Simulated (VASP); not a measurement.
Runs of VASP 6.6.1 on HfC. It takes space group Fm-3m (No. 225, cubic). Conventional cell: a = 4.605 Å, b = 4.605 Å, c = 4.605 Å, α = 90.00°, β = 90.00°, γ = 90.00°. Hf (site symmetry m-3m) has 6 C at 2.30 Å as nearest neighbours. Around C (site symmetry m-3m) lie 6 Hf at 2.30 Å. The cell is a database's computed one.

| level | potentials or basis | k mesh | cutoff (eV) | smearing | further INCAR settings | gap on the mesh (eV) | pressure (GPa) |
| --- | --- | --- | --- | --- | --- | --- | --- |
| PBEsol | VASP PAW PBE potentials, release 64 (Hf_pv, C) | 16 × 16 × 16 | 700 | gaussian 0.1 eV | ALGO = Fast; EDIFF = 1e-06 | none | -0.1 |
| PBEsol | VASP PAW PBE potentials, release 64 (Hf_pv, C_h) | 16 × 16 × 16 | 900 | gaussian 0.1 eV | ALGO = Fast; EDIFF = 1e-06 | none | -0.1 |
| PBEsol | VASP PAW PBE potentials, release 64 (Hf_pv, C) | 16 × 16 × 16 | 520 | gaussian 0.5 eV | ALGO = Fast; EDIFF = 1e-06 | none | 0.1 |
| PBEsol | VASP PAW PBE potentials, release 64 (Hf_pv, C) | 24 × 24 × 24 | 520 | gaussian 0.1 eV | ALGO = Fast; EDIFF = 1e-06 | none | (a) |
| r2SCAN | VASP PAW PBE potentials, release 64 (Hf_pv, C) | 16 × 16 × 16 | 520 | gaussian 0.1 eV | ALGO = Normal; EDIFF = 1e-06 | none | 5.0 |

Alike in all rows: task single point; no spin polarisation; cell as given.

Fill in the values left out.

(a) 0.0.

Caveats: the PAW data sets were made with another functional, which shifts forces and pressure a little; the cutoff is under 1.25 times the usual one of these potentials, so pressure, stress and relaxed cells hold a basis-set (Pulay) error (some runs).

A k mesh can miss the band edges, and the runs leave out spin-orbit coupling on Hf.

A gap of «none» marks a metal or a gap under the smearing width.
